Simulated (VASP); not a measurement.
Consider the following.

```
P
1.0
    1.67552    -5.17532     0.00000
    1.67552     5.17532     0.00000
    0.00000     0.00000     4.23984
P
4
Cartesian
  1.67552   4.08257   3.92969
  1.67552   1.09275   1.80977
  1.67552  -1.09275   2.43007
  1.67552  -4.08257   0.31015
```

All values below come from PBEsol GGA, VASP's PBE PAW potentials (set 64) (plane waves; VASP). Settings: 520 eV cut-off, 10×10×7 Γ-centred mesh, first-order Methfessel-Paxton smearing of 0.10 eV, potentials P.

Without a dispersion term in the relaxation, distances and binding between the weakly bound layers, chains or molecules are unreliable, and so is what depends on them.

Problem. The ions and cell shape at fixed volume are relaxed. Predict the relaxed structure.

Solution. 
```
P
1.0
    1.65586    -5.20690     0.00000
    1.65586     5.20690     0.00000
    0.00000     0.00000     4.26419
P
4
Cartesian
  1.65586   4.12840   3.94119
  1.65586   1.07849   1.80910
  1.65586  -1.07849   2.45509
  1.65586  -4.12840   0.32299
```
Space group Cmce (64), at a tolerance of 0.03 Å.

Problem. How much energy does the relaxation gain?

Solution. The energy (σ→0) changes by -3.5 meV/atom, in 7 ionic steps.

The compound is P in the black structure. This cell is one point of a volume scan, at 1.03 of the reference volume. Symmetry was kept, so distortions that lower it aren't found.
